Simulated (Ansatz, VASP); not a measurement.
# Cross-check of Ca6Mg7Zn8Si33O87 (glassy 61SiO2-13MgO-11CaO-15ZnO (mol %)) between VASP and Ansatz

Wanted: the spread between two codes on one cell, functional and k mesh. The cell is taken from a series of runs on this material, whose earlier steps may have relaxed, scaled, displaced or heated it; both programs get it as it stands.

Program: Ansatz 0.2.0. Level of theory: plane waves, with VASP 6.6.1 beside it; single point at PBE. Results are calculated unless marked as measured.

## 1. The starting structure

The cell holds 141 atoms: 33 Si, 7 Mg, 6 Ca, 8 Zn and 87 O. Its edges and angles: a = 12.464 Å, b = 12.464 Å, c = 12.464 Å, α = 90.0°, β = 90.0°, γ = 90.0°. As first built, before any earlier steps moved the atoms (in the runner's words): 141 atoms (33 Si, 7 Mg, 6 Ca, 8 Zn, 87 O) placed at random at 2.71 g/cm^3, melted at 4000 K for 10 ps at fixed volume with the Morse and Coulomb pair potential with partial charges (Pedone, Malavasi, Menziani, Cormack and Segre, J. Phys. Chem. B 110, 11780 (2006)). Quenched from 4000 K to 300 K at 50 K/ps and fixed volume, held 10 ps at zero pressure.

## 2. VASP: single point, PBE

A single point gives forces, pressure and levels at one fixed geometry, so differences don't come from the geometry; what else differs is listed under the comparison.

Lines of VASP's logs that name or quote its potential files are left out, and so is its time.

Contents of INCAR:

```
SYSTEM = Ca6Mg7Zn8Si33O87
PREC = Accurate
ENCUT = 600
EDIFF = 1E-06
NELM = 120
ISMEAR = 0
SIGMA = 0.01
LREAL = Auto
ALGO = Normal
GGA = PE
NBANDS = 510
LORBIT = 11
LWAVE = .FALSE.
LCHARG = .FALSE.
ISIF = 2
LASPH = .TRUE.
GGA_COMPAT = .FALSE.
EFERMI = MIDGAP
```

Contents of POSCAR:

```
Ca6Mg7Zn8Si33O87
1.0
   12.4643000000      0.0000000000      0.0000000000
    0.0000000000     12.4643000000      0.0000000000
    0.0000000000      0.0000000000     12.4643000000
Si Mg Ca Zn O
33 7 6 8 87
Direct
    0.8285400000      0.5824500000      0.0638200000
    0.2752800000      0.2216200000      0.3747000000
    0.5608300000      0.8945900000      0.0510100000
    0.0857100000      0.2118500000      0.0151300000
    0.0489300000      0.3250200000      0.4045300000
    0.3686400000      0.9001700000      0.8936600000
    0.4492500000      0.3687200000      0.6976100000
    0.5276200000      0.0723600000      0.2057400000
    0.2603600000      0.8946200000      0.5503500000
    0.3862200000      0.4411800000      0.0218500000
    0.7454500000      0.6559500000      0.8408200000
    0.6246700000      0.7028900000      0.1850700000
    0.2970700000      0.7854800000      0.2318100000
    0.6585400000      0.2810600000      0.5754300000
    0.7579200000      0.8986800000      0.9094500000
    0.6026800000      0.9357700000      0.5882200000
    0.4552300000      0.7821900000      0.6967400000
    0.9506300000      0.0205200000      0.4209900000
    0.4441800000      0.5718000000      0.5754200000
    0.5666000000      0.4852300000      0.2736400000
    0.0332600000      0.4749000000      0.7803600000
    0.9372000000      0.2462300000      0.8320100000
    0.1174100000      0.5231000000      0.2642400000
    0.8647300000      0.6029600000      0.6282200000
    0.5748800000      0.4963700000      0.8820600000
    0.6879300000      0.5157000000      0.4905300000
    0.9657100000      0.7170400000      0.2183000000
    0.9363800000      0.9231200000      0.0899300000
    0.1970500000      0.9961100000      0.3262200000
    0.7055400000      0.2789000000      0.9187400000
[... 105 atom lines left out ...]
    0.1461400000      0.5873400000      0.4798600000
    0.8501200000      0.0624700000      0.3547900000
    0.0073900000      0.9614700000      0.7488900000
    0.2618400000      0.7270300000      0.3408500000
    0.1810100000      0.1388300000      0.0530800000
    0.9099100000      0.0335200000      0.1360300000
```

Contents of KPOINTS:

```
Automatic mesh
0
Gamma
1 1 1
0 0 0
```

PAW data sets: Si, Mg, Ca_sv, Zn and O (PBE family, release 64).

Run with:

```console
export OMP_NUM_THREADS=3
mpirun -np 1 vasp_gam
```

Numbers of over 12 decimals in the logs are rounded to 6 here.

Log:

```text
[banner, memory and clock lines left out]
running    1 mpi-ranks, on    1 nodes
[...]
Offloading initialized ...    1 GPUs detected
[...]
LDA part: xc-table for (Slater+PW92), standard interpolation
 POSCAR, INCAR and KPOINTS ok, starting setup
[...]
entering main loop
       N       E                     dE             d eps       ncg     rms          rms(c)
DAV:   1     0.123451749174E+05    0.12345E+05   -0.46878E+05  1020   0.193E+03
DAV:   2     0.770058874136E+03   -0.11575E+05   -0.10956E+05  1156   0.518E+02
DAV:   3    -0.103399901274E+04   -0.18041E+04   -0.17665E+04  1122   0.221E+02
DAV:   4    -0.115139698867E+04   -0.11740E+03   -0.11639E+03  1232   0.616E+01
[...]
DAV:  19    -0.994806731579E+03    0.21666E-05   -0.43253E-05  1416   0.265E-02    0.114E-02
DAV:  20    -0.994806730387E+03    0.11916E-05   -0.12841E-05  1376   0.108E-02    0.701E-03
DAV:  21    -0.994806730601E+03   -0.21400E-06   -0.47372E-06  1088   0.833E-03
   1 F= -.99480673E+03 E0= -.99480673E+03  d E =0.000000E+00
```

Parts of OUTCAR (step 2):

```text
  Total       58.7632455     55.6621707     53.5831886     20.3684925      2.7410441      5.8057983
  in kB       48.6197450     46.0539665     44.3338509     16.8525564      2.2678949      4.8036223
  external PRESSURE =      46.3358541 kB  Pullay stress =       0.0000000 kB

 POSITION                                       TOTAL-FORCE (eV/Angst)
 -----------------------------------------------------------------------------------
     10.32717      7.25983      0.79547        -1.970709      1.186184      1.689944
      3.43117      2.76234      4.67037        -2.631142      0.621523     -0.134774
      6.99035     11.15044      0.63580        -0.916632     -1.376723      0.630693
[...]
4.48054      7.84453      6.21682        -0.187345     -0.426237     -1.254807
      9.86861      7.12970      6.62004         1.162577      0.525310     -2.142445
      8.24987      9.68788      3.48240         0.359529      1.545930      2.356896
     12.43750      2.11021     11.49757         0.417424     -0.783605      0.069351
      3.08093      9.19815      1.57524        -1.126210     -0.493557     -2.627853
      4.56966     10.50865      7.56309         1.322887     -0.195044      0.873081
      2.97373      6.25808      3.68781         2.547597      0.390989      1.856562
      7.58839      2.22538      2.76309        -0.315170     -1.254469      0.733642
      7.80913      7.67888     10.78486        -2.354539     -0.623556      0.075793
      6.83492      7.50563      2.80584        -0.761924      0.525973     -0.290678
[...]
-----------------------------------------------------------------------------------
    total drift:                               -0.054989      0.024623      0.026578

  FREE ENERGIE OF THE ION-ELECTRON SYSTEM (eV)
  ---------------------------------------------------
  free  energy   TOTEN  =      -994.8067306012 eV

  energy  without entropy=     -994.8067306012  energy(sigma->0) =     -994.80673060

[... 3 further parts left out ...]
[key lines of the parts left out:]
E-fermi :   3.2741
```

The run ends at a pressure of 4.63 GPa, with forces up to 6.9 eV/Å.

## 3. Ansatz: single point, PBE

Ansatz runs on its default PAW (the set named soft_2) files.

The same cell, functional and mesh now go to Ansatz, which takes its cutoff from its data sets.

Contents of input.yaml:

```yaml
crystal:
  lattice:
    - [12.4643, 0.0, 0.0]
    - [0.0, 12.4643, 0.0]
    - [0.0, 0.0, 12.4643]
  atoms:
    - { symbol: Si, position: [0.82854, 0.58245, 0.06382] }
    - { symbol: Si, position: [0.27528, 0.22162, 0.3747] }
    - { symbol: Si, position: [0.56083, 0.89459, 0.05101] }
    - { symbol: Si, position: [0.08571, 0.21185, 0.01513] }
    - { symbol: Si, position: [0.04893, 0.32502, 0.40453] }
    - { symbol: Si, position: [0.36864, 0.90017, 0.89366] }
    - { symbol: Si, position: [0.44925, 0.36872, 0.69761] }
    - { symbol: Si, position: [0.52762, 0.07236, 0.20574] }
    - { symbol: Si, position: [0.26036, 0.89462, 0.55035] }
    - { symbol: Si, position: [0.38622, 0.44118, 0.02185] }
    - { symbol: Si, position: [0.74545, 0.65595, 0.84082] }
    - { symbol: Si, position: [0.62467, 0.70289, 0.18507] }
    - { symbol: Si, position: [0.29707, 0.78548, 0.23181] }
    - { symbol: Si, position: [0.65854, 0.28106, 0.57543] }
    - { symbol: Si, position: [0.75792, 0.89868, 0.90945] }
    - { symbol: Si, position: [0.60268, 0.93577, 0.58822] }
    - { symbol: Si, position: [0.45523, 0.78219, 0.69674] }
    - { symbol: Si, position: [0.95063, 0.02052, 0.42099] }
    - { symbol: Si, position: [0.44418, 0.5718, 0.57542] }
    - { symbol: Si, position: [0.5666, 0.48523, 0.27364] }
    - { symbol: Si, position: [0.03326, 0.4749, 0.78036] }
    - { symbol: Si, position: [0.9372, 0.24623, 0.83201] }
    - { symbol: Si, position: [0.11741, 0.5231, 0.26424] }
    - { symbol: Si, position: [0.86473, 0.60296, 0.62822] }
    - { symbol: Si, position: [0.57488, 0.49637, 0.88206] }
    - { symbol: Si, position: [0.68793, 0.5157, 0.49053] }
    - { symbol: Si, position: [0.96571, 0.71704, 0.2183] }
    - { symbol: Si, position: [0.93638, 0.92312, 0.08993] }
    - { symbol: Si, position: [0.19705, 0.99611, 0.32622] }
    - { symbol: Si, position: [0.70554, 0.2789, 0.91874] }
[... 105 atom lines left out ...]
    - { symbol: O, position: [0.14614, 0.58734, 0.47986] }
    - { symbol: O, position: [0.85012, 0.06247, 0.35479] }
    - { symbol: O, position: [0.00739, 0.96147, 0.74889] }
    - { symbol: O, position: [0.26184, 0.72703, 0.34085] }
    - { symbol: O, position: [0.18101, 0.13883, 0.05308] }
    - { symbol: O, position: [0.90991, 0.03352, 0.13603] }
kpoints:
  mp_grid: { grid: [1, 1, 1] }
hamiltonian:
  xc: pbe
scf:
  occupations: { method: fixed }
output:
  forces: true
  stress: true
```

Run with:

```console
ansatz run input.yaml --threads 4 --pin off --max-ram 8192MiB --backend cpu --events-out ev --progress --plain --runs-dir out
```

Log:

```text
Engine: ansatz 0.2.0, aarch64-unknown-linux-gnu
Pseudopotentials: kind: paw
Pseudopotential: Si, paw, valence charge 4, recommended cutoff 420 eV (normal), Si.paw.azcp
Pseudopotential: Mg, paw, valence charge 10, recommended cutoff 420 eV (normal), Mg.paw.azcp
Pseudopotential: Ca, paw, valence charge 10, recommended cutoff 420 eV (normal), Ca.paw.azcp
Pseudopotential: Zn, paw, valence charge 12, recommended cutoff 420 eV (normal), Zn.paw.azcp
Pseudopotential: O, paw, valence charge 6, recommended cutoff 420 eV (normal), O.paw.azcp
Functional definition: PBE
  parameter kappa = 0.804
  parameter beta = 0.066725
  exchange = pbe_x(kappa = kappa, mu = beta*pi^2/3)
  correlation = pbe_c(beta = beta)
Crystal: 141 atoms, lattice volume = 1936.438 Å³
Basis set: ecut = 420 eV, 37705 PW (Γ), exchange–correlation on 180×180×180 points (8 copies of the dense FFT grid, shifted against one another)
Bands: 581, of which v1, the nominal top of the filled ones, is band 440 counted from 1 (439 counted from 0)
Symmetry: 1 space group operations
Space group: P1 (ITA 1), of the structure as read, at distance tolerance 1.2e-4 Å
k-points: 1
Non-local potential: Si, projectors of the file, l = 0: 2, l = 1: 2, l = 2: 2
Non-local potential: Mg, projectors of the file, l = 0: 3, l = 1: 2, l = 2: 1
Non-local potential: Ca, projectors of the file, l = 0: 3, l = 1: 2, l = 2: 2
Non-local potential: Zn, projectors of the file, l = 0: 2, l = 1: 2, l = 2: 3, l = 3: 1
Non-local potential: O, projectors of the file, l = 0: 2, l = 1: 2, l = 2: 1
PAW form: soft (Blöchl's): semilocal exchange-correlation on the pseudo side does not see the compensation charge
PAW one-centre angular grid: Si, 110 points (default); XC on 64 Gauss nodes
PAW one-centre angular grid: Mg, 110 points (default); XC on 64 Gauss nodes
PAW one-centre angular grid: Ca, 110 points (default); XC on 64 Gauss nodes
PAW one-centre angular grid: Zn, 590 points (default); XC on 64 Gauss nodes
PAW one-centre angular grid: O, 110 points (default); XC on 64 Gauss nodes
Initial density: superposition of atomic densities (neutral atoms: chi_scale 0, normalization atom), corrected by the library's trained network
Initial wavefunctions: pseudopotential atomic-orbital guess
Functional: x = pbe(κ = 0.804, μ = 0.219515), c = pbe(β = 0.066725)
SCF iter   1: F=—  HF=-121405.090531 eV  |F-HF|=—  |Δ(HF+E_count)|=         —  Δρ=2.06e-3  dr2=1.26e-1  ethr=1.77e-3  ⟨swp⟩=5.0  Hψ=1971  notcnv=0  defer=139
preconditioner: auto → Resta (q_TF=auto, 2.392 Å⁻¹)  ε∞=3.4  [insulator: Δε(μ)=2.793 eV  Ē_g=15.641 eV  n_scr=460 (ndim 8)  ℏωp=24.0 eV  f_vac=0.164  ε∞_Penn≈3.4]
SCF iter   2: F=—  HF=-121405.086617 eV  |F-HF|=—  |Δ(HF+E_count)|=   3.91e-3  Δρ=1.08e-3  dr2=3.47e-2  ethr=1.43e-5  ⟨swp⟩=3.0  Hψ=1026  notcnv=0  defer=139
SCF iter   3: F=—  HF=-121405.088047 eV  |F-HF|=—  |Δ(HF+E_count)|=   1.43e-3  Δρ=5.74e-4  dr2=9.61e-3  ethr=3.94e-6  ⟨swp⟩=3.0  Hψ=763  notcnv=0  defer=137
automatic band count: iteration 3 solves 579 bands in place of 581: the levels show a gap, and the empty bands left out lie too high to hold charge; the band table lists the bands solved (type scf.n_extra_bands for more)
SCF iter   4: F=—  HF=-121405.086697 eV  |F-HF|=—  |Δ(HF+E_count)|=   1.35e-3  Δρ=1.92e-4  dr2=9.07e-4  ethr=1.09e-6  ⟨swp⟩=2.0  Hψ=763  notcnv=0  defer=137
SCF iter   5: F=—  HF=-121405.086736 eV  |F-HF|=—  |Δ(HF+E_count)|=   3.82e-5  Δρ=1.35e-4  dr2=3.00e-4  ethr=1.03e-7  ⟨swp⟩=2.0  Hψ=880  notcnv=0  defer=137
SCF iter   6: F=—  HF=-121405.086684 eV  |F-HF|=—  |Δ(HF+E_count)|=   5.16e-5  Δρ=3.83e-5  dr2=2.69e-5  ethr=3.41e-8  ⟨swp⟩=2.0  Hψ=759  notcnv=0  defer=137
SCF iter   7: F=—  HF=-121405.091159 eV  |F-HF|=—  |Δ(HF+E_count)|=   4.48e-3  Δρ=1.82e-5  dr2=6.18e-6  ethr=3.06e-9  ⟨swp⟩=2.0  Hψ=1019  notcnv=0  defer=137
SCF iter   8: F=—  HF=-121405.091162 eV  |F-HF|=—  |Δ(HF+E_count)|=   2.74e-6  Δρ=8.00e-6  dr2=1.28e-6  ethr=7.02e-10  ⟨swp⟩=2.0  Hψ=777  notcnv=0  defer=137
SCF iter   9: F=—  HF=-121405.091163 eV  |F-HF|=—  |Δ(HF+E_count)|=   1.01e-6  Δρ=2.80e-6  dr2=1.62e-7  ethr=1.45e-10  ⟨swp⟩=2.0  Hψ=777  notcnv=0  defer=137
SCF iter  10: F=-121405.091163 eV  HF=-121405.091163 eV  |F-HF|=1.10e-8  |Δ(HF+E_count)|=   1.24e-7  Δρ=1.62e-6  dr2=4.42e-8  ethr=1.14e-11  ⟨swp⟩=4.0  Hψ=1862  notcnv=0
SCF 1 converged in 10 iterations: F = -121405.091163 eV  dr2 = 4.42e-8
  greatest PAW one-centre occupation: 1.000 electrons in one spin orbital (limit 2), on the Mg atom at site 37 (counted from 0), in its partial waves of l = 1
SCF converged after 10 iterations
Free energy (F): -121405.091163 eV
Harris-Foulkes:  -121405.091163 eV  (|F-HF|=1.10e-8)
Internal energy: -121405.091163 eV  (E = F + TS)
E sigma→0 (E₀):  -121405.091163 eV
Fermi energy:    4.264399 eV
--- Per-component energies (eV) ---
  E_band       = -5962.241059
  E_kinetic    = 20262.368908
  E_local      = -81866.946974  (includes V_loc(G=0)·N_el)
  E_nonlocal   = 11000.205329
  E_hartree    = 31640.770620
  E_xc         = -10432.514363
  E_vxc        = -11529.571602  (∫ρ·V_xc dr)
  E_paw        = -52617.132613  (= ΣΔE_a)
  E_vpaw       = -7110.041399  (= ΣTr[D̂ρ^β])
  E_aug_tail   = 0.218789  (compensation charges beyond the density's cutoff)
  E_ewald      = -39392.060858
  E_smearing   = -0.000000  (= −TS)
  E_closure    = -0.000000  (closes the sum)
  Σ components = -121405.091163   (vs F -121405.091163, Δ=0.00e0)
--- Forces (eV/Å), atoms counted from 1 ---
  atom   1  Si    -1.97051562     1.15120799     1.71037816
  atom   2  Si    -2.59446421     0.60179443    -0.10076110
  atom   3  Si    -0.90299530    -1.36324790     0.61487454
  atom   4  Si    -1.13243975     2.60193163     1.47379409
  atom   5  Si    -1.19190072     1.60386472     0.67780721
  atom   6  Si     1.88358336     1.79238089     1.46130862
  atom   7  Si     2.33959295     3.20439007    -1.07284503
  atom   8  Si    -0.93703604     1.05164142     0.93065953
  atom   9  Si     1.73451215    -2.98847316    -1.59932853
  atom  10  Si     1.14877739    -1.17778067     0.73362536
  atom  11  Si     1.44742034    -0.69472951     2.18597234
  atom  12  Si     2.44353453    -3.87891794    -1.08892192
  atom  13  Si     0.39923800     2.12181483     1.42815848
  atom  14  Si    -3.62263504     1.31335880    -0.95841756
  atom  15  Si    -1.04388752    -4.90226392     4.67691595
  atom  16  Si    -2.37956337    -0.11525291    -0.19452116
  atom  17  Si    -5.76540206     0.53346750    -1.33200959
  atom  18  Si     1.23277159     0.45739245     2.24084605
  atom  19  Si     2.80312198     0.35666251    -0.98103182
  atom  20  Si     1.50123051    -0.01122956     0.66892450
  atom  21  Si     0.48089374    -0.54147895    -1.39836786
  atom  22  Si     1.26850890     1.39924169     1.38372998
  atom  23  Si    -1.81958654    -3.12394229    -2.86758280
  atom  24  Si     0.25611771     0.39683931     4.45147898
[...]
atom 134  O      0.36481050    -0.08741651    -0.06635566
  atom 135  O      1.06084146     2.57957970     1.93328810
  atom 136  O      0.21300731     0.40703107     0.07658226
  atom 137  O     -1.67103136     1.08540475    -1.48715739
  atom 138  O      0.41924835    -0.09396564    -0.64873483
  atom 139  O     -0.83792676    -1.19510507     0.70012872
  atom 140  O      2.04700823    -1.62312711     0.04847608
  atom 141  O     -0.52994503     1.70427916     1.43846641
  max |Σ_I F_I| component: 6.91e-5 eV/Å
--- Stress (GPa, compression-positive) ---
        4.894156       1.700255       0.459843
        1.700254       4.592814       0.216325
        0.459843       0.216326       4.443425
  P = ⅓ Tr σ = 4.6435 GPa (46.435 kbar)
```

The run ends at a pressure of 4.64 GPa, with forces up to 6.9 eV/Å.

## 4. Side by side

Known differences besides the potentials themselves: fixed occupations in Ansatz, narrow Gaussian smearing in VASP; the data sets hold 880 valence electrons in Ansatz (on its default PAW (the set named soft_2) files) and 824 in VASP; the cutoff is 420 eV in Ansatz and 600 eV in VASP (PREC = Accurate, projectors in real space). Total energies have different zeros and are not compared.

Both answers:

```
              quantity  Ansatz   VASP  difference
        pressure (GPa)    4.64   4.63       +0.01
gap on the k mesh (eV)   2.653  2.646      +0.007
```

Forces on 9 of the 141 atoms, those with the largest forces and the largest differences (eV/Å; atoms numbered as in POSCAR):

```
atom          Ansatz x, y, z            VASP x, y, z
Si15   -1.044, -4.902, 4.677   -1.065, -4.938, 4.664
Si17   -5.765, 0.533, -1.332   -5.784, 0.520, -1.297
Si26  -4.802, -1.196, -0.939  -4.767, -1.170, -0.946
Si30   -3.165, 2.878, -2.615   -3.117, 2.900, -2.609
 O60     2.217, 0.478, 0.815     2.333, 0.493, 0.808
 O62  -3.166, -2.389, -2.678  -3.232, -2.454, -2.754
 O68    -2.002, 3.518, 2.971    -2.052, 3.569, 3.005
O113    0.830, 4.173, -3.194    0.790, 4.200, -3.213
O138   0.419, -0.094, -0.649   0.449, -0.128, -0.759
```

The forces differ by 29 meV/Å r.m.s., which is 2.0 % of the r.m.s. force of 1.452 eV/Å (both taken over all components). A gap on the mesh is an upper bound, since the band edges may lie between its points.

## 5. Summary of results

```
r.m.s. force difference (single point, PBE) : 2.0 % of the r.m.s. force
```

In words: The r.m.s. force difference is 2.0 % of the r.m.s. force (single point, PBE), within the 3 % picked in this series as the mark of a large difference. The data sets hold unlike numbers of valence electrons (880 in Ansatz and 824 in VASP), so part of the differences comes from the potentials. Such differences can come from data sets, numerical settings and the points named under the comparisons, not from the functional's error against experiment.

[Lines on the potential files, build, host, timing and source positions are cut from VASP's logs without a mark.]

[Logs are printed without paths, hosts, clocks, repeated set-up lines and the standing remarks that a program may print on its own settings, such as how far it seeks lower states.]

[Hosts, paths, dates, database ids (printed as entryN), source tags and the programs' standing remarks are cut or masked in the printed files.]
